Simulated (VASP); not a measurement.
Output of a VASP run:

**OUTCAR**
```
 ion  position               nearest neighbor table
   1  0.333  0.667  0.250-   2 2.80   2 2.80   2 2.80   2 2.80   2 2.80   2 2.80
   2  0.667  0.333  0.750-   1 2.80   1 2.80   1 2.80   1 2.80   1 2.80   1 2.80
  LATTYP: Found a hexagonal cell.
 ALAT       =     2.6655395847
 C/A-ratio  =     1.7552485755
 Subroutine PRICEL returns:
 Original cell was already a primitive cell.
 Subroutine GETGRP returns: Found 24 space group operations
The static configuration has the point symmetry D_3d.
 The point group associated with its full space group is D_6h.
The dynamic configuration has the point symmetry D_3d.
 Subroutine INISYM returns: Found 24 space group operations
 Subroutine IBZKPT returns following result:
 Found    185 irreducible k-points:

 Following reciprocal coordinates:
            Coordinates               Weight
  0.000000  0.000000  0.000000      1.000000
  0.055556 -0.000000  0.000000      6.000000
  0.111111 -0.000000  0.000000      6.000000
  0.166667 -0.000000  0.000000      6.000000
  0.222222 -0.000000  0.000000      6.000000
  0.277778 -0.000000  0.000000      6.000000
  0.333333 -0.000000  0.000000      6.000000
  0.388889 -0.000000  0.000000      6.000000
  0.444444 -0.000000  0.000000      6.000000
  0.500000 -0.000000  0.000000      3.000000
  0.055556  0.055556  0.000000      6.000000
  0.111111  0.055556  0.000000     12.000000
  0.166667  0.055556  0.000000     12.000000
  0.222222  0.055556  0.000000     12.000000
  0.277778  0.055556  0.000000     12.000000
  0.333333  0.055556  0.000000     12.000000
  0.388889  0.055556  0.000000     12.000000
  0.444444  0.055556  0.000000     12.000000
  0.111111  0.111111  0.000000      6.000000
  0.166667  0.111111  0.000000     12.000000
  0.222222  0.111111  0.000000     12.000000
  0.277778  0.111111  0.000000     12.000000
  0.333333  0.111111  0.000000     12.000000
  0.388889  0.111111  0.000000     12.000000
  0.444444  0.111111  0.000000      6.000000
  0.166667  0.166667  0.000000      6.000000
  0.222222  0.166667  0.000000     12.000000
  0.277778  0.166667  0.000000     12.000000
  0.333333  0.166667  0.000000     12.000000
  0.388889  0.166667  0.000000     12.000000
  0.222222  0.222222  0.000000      6.000000
  0.277778  0.222222  0.000000     12.000000
  0.333333  0.222222  0.000000     12.000000
  0.388889  0.222222  0.000000      6.000000
  0.277778  0.277778  0.000000      6.000000
  0.333333  0.277778  0.000000     12.000000
  0.333333  0.333333  0.000000      2.000000
  0.000000  0.000000  0.111111      2.000000
  0.055556 -0.000000  0.111111     12.000000
  0.111111 -0.000000  0.111111     12.000000
   k-points           NKPTS =    185   k-points in BZ     NKDIM =    185   number of bands    NBANDS=     16
   number of dos      NEDOS =    601   number of ions     NIONS =      2
   total plane-waves  NPLWV =  14400
   dimension x,y,z NGX =    20 NGY =   20 NGZ =   36
   dimension x,y,z NGXF=    40 NGYF=   40 NGZF=   72
   ions per type =               2
   PREC   = accura    normal or accurate (medium, high low for compatibility)
   ISTART =      0    job   : 0-new  1-cont  2-samecut
   ICHARG =      2    charge: 1-file 2-atom 10-const
   ISPIN  =      1    spin polarized calculation?
   LNONCOLLINEAR =      F non collinear calculations
   LSORBIT =      F    spin-orbit coupling
   INIWAV =      1    electr: 0-lowe 1-rand  2-diag
   ENCUT  =  520.0 eV  38.22 Ry    6.18 a.u.   4.96  4.96  8.70*2*pi/ulx,y,z
   NELM   =    100;   NELMIN=  2; NELMDL= -5     # of ELM steps
   EDIFF  = 0.1E-06   stopping-criterion for ELM
   LREAL  =      F    real-space projection
   NLSPLINE    = F    spline interpolate recip. space projectors
   LMAXMIX     =    4 max onsite mixed and CHGCAR
   VOSKOWN=      0    Vosko Wilk Nusair interpolation
   EDIFFG = 0.1E-05   stopping-criterion for IOM
   NSW    =      0    number of steps for IOM
...
```

OSZICAR:
```
       N       E                     dE             d eps       ncg     rms          rms(c)
DAV:   1     0.944957329889E+02    0.94496E+02   -0.12883E+04  6072   0.240E+03
DAV:   2     0.123928939131E+00   -0.94372E+02   -0.93374E+02  6056   0.301E+02
DAV:   3    -0.241668531899E+01   -0.25406E+01   -0.25364E+01  7384   0.607E+01
DAV:   4    -0.242369008851E+01   -0.70048E-02   -0.70059E-02  7008   0.316E+00
DAV:   5    -0.242370057762E+01   -0.10489E-04   -0.10497E-04  7312   0.102E-01    0.449E+00
DAV:   6    -0.220429166762E+01    0.21941E+00   -0.10566E+00  6104   0.234E+01    0.330E+00
DAV:   7    -0.219364119170E+01    0.10650E-01   -0.32507E-02  7544   0.340E+00    0.169E+00
DAV:   8    -0.218861347615E+01    0.50277E-02   -0.17179E-03  8264   0.728E-01    0.459E-02
DAV:   9    -0.218861733587E+01   -0.38597E-05   -0.24796E-04  8488   0.246E-01    0.328E-02
DAV:  10    -0.218861897329E+01   -0.16374E-05   -0.25213E-05  6496   0.691E-02    0.309E-03
DAV:  11    -0.218861860776E+01    0.36553E-06   -0.12750E-07  6224   0.507E-03    0.177E-03
DAV:  12    -0.218861804168E+01    0.56607E-06   -0.34568E-08  3768   0.393E-03    0.934E-05
DAV:  13    -0.218861803213E+01    0.95574E-08   -0.98581E-09  3520   0.105E-03
   1 F= -.28628296E+01 E0= -.28628296E+01  d E =0.000000E+00
```

### OUTCAR
```
------------------------ aborting loop because EDIFF is reached ----------------------------------------
  Edisp (eV):   -0.67421
  FORCE on cell =-STRESS in cart. coord.  units (eV):
  Direction    XX          YY          ZZ          XY          YZ          ZX
  --------------------------------------------------------------------------------------
  Total      -0.05394    -0.05394     0.13644     0.00000     0.00000     0.00000
  in kB      -3.00201    -3.00201     7.59326     0.00000     0.00000     0.00000
  external pressure =        0.53 kB  Pullay stress =        0.00 kB
  volume of cell :       28.79
      direct lattice vectors                 reciprocal lattice vectors
     1.332769607 -2.308425102  0.000000000     0.375158615 -0.216597887  0.000000000
     1.332769607  2.308425102  0.000000000     0.375158615  0.216597887  0.000000000
     0.000000000  0.000000000  4.678684559     0.000000000  0.000000000  0.213735290
 POSITION                                       TOTAL-FORCE (eV/Angst)
 -----------------------------------------------------------------------------------
      1.33277      0.76948      1.16967         0.000000      0.000000      0.000000
      1.33277     -0.76948      3.50901        -0.000000     -0.000000      0.000000
 -----------------------------------------------------------------------------------
    total drift:                                0.000000      0.000070      0.000004
  FREE ENERGIE OF THE ION-ELECTRON SYSTEM (eV)
  ---------------------------------------------------
  free  energy   TOTEN  =        -2.8628296337 eV

  energy  without entropy=       -2.8628296337  energy(sigma->0) =       -2.86282963

 total charge

# of ion       s       p       d       tot
------------------------------------------
    1        0.593   0.479   9.724  10.796
    2        0.593   0.479   9.724  10.796
--------------------------------------------------
tot          1.185   0.959  19.448  21.592
```
(Selected blocks of OUTCAR.)

### POSCAR
```
Zn
1
    1.3327696070    -2.3084251022     0.0000000000
    1.3327696070     2.3084251022    -0.0000000000
    0.0000000000     0.0000000000     4.6786845591
Zn
2
Direct
  0.3333330000   0.6666670000   0.2500000000
  0.6666670000   0.3333330000   0.7500000000
```

### Question
Write an INCAR and KPOINTS that could have produced this output.

### Answer
This is not unique; one that fits is the input of the run itself, PBE GGA with D4 dispersion, plane waves, VASP's PBE PAW potentials (set 64).

File KPOINTS:
```
K-points
0
gamma
18 18 9
```

INCAR:
```
# general
SYSTEM =Zn
PREC   =Accurate
ENCUT  =520   # plane-wave cut-off (eV)
LREAL  =.FALSE.   # projection in real space or not
LASPH  =.TRUE.   # aspherical one-centre terms

# electronic loop
EDIFF  =1E-7   # SCF stop (eV)
NELM   =100   # most electronic steps
ALGO   =Normal   # blocked Davidson
LMAXMIX=4

# smearing
ISMEAR =-5

# functional
GGA    =PE
IVDW   =13

# ions
ISIF   =2

# output
LWAVE  =.FALSE.
LCHARG =.TRUE.
LORBIT =11
NEDOS  =601   # DOS grid
```

POTCAR, in this order: Zn (PBE.64 set). Program: vasp_std.

For a metal the tetrahedron method with Blöchl corrections gives inexact stress and forces.

The compound is Zn in the hcp structure. It was relaxed first, which changed the volume by -5 %.
